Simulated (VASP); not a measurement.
Input:

```cif
data_CoSi2
_chemical_formula_sum 'Co1 Si2'
_space_group_name_H-M_alt 'P 1'
_space_group_IT_number 1
_cell_length_a 3.75006
_cell_length_b 3.75006
_cell_length_c 3.75006
_cell_angle_alpha 60.000
_cell_angle_beta 60.000
_cell_angle_gamma 60.000
loop_
_space_group_symop_operation_xyz
  'x, y, z'
loop_
_atom_site_label
_atom_site_type_symbol
_atom_site_fract_x
_atom_site_fract_y
_atom_site_fract_z
_atom_site_occupancy
Co1 Co 0.00000 0.00000 0.00000 1
Si1 Si 0.25000 0.25000 0.25000 1
Si2 Si 0.75000 0.75000 0.75000 1
```

Level of theory: AM05 GGA, VASP's PBE PAW potentials (set 64) (plane waves; VASP 6.6.1). Run with 520 eV cut-off, 10×10×10 Γ-centred mesh, first-order Methfessel-Paxton smearing of 0.10 eV, potentials Co Si.

Question: Give the energy at these volumes per atom, relative to the lowest: 11.68, 12.06, 12.43, 12.80, 13.18 Å³.

Answer: 31.0, 7.3, 0.0, 6.6, 24.9 meV/atom. A third-order Birch-Murnaghan fit gives B0 = 198 GPa and B0′ = 4.5.

Measured: a 5.365 Å (computed value off by -1.2 %), as given by Ganesh Hegde et al., Applied Physics Letters (2014), arXiv:1405.1317. The calculation is for a static lattice, while the measured a holds thermal and zero-point effects, which are part of the difference.

The compound is CoSi2 in the fluorite structure. It was relaxed first. The run is not spin-polarised, so no magnetic state was tried.
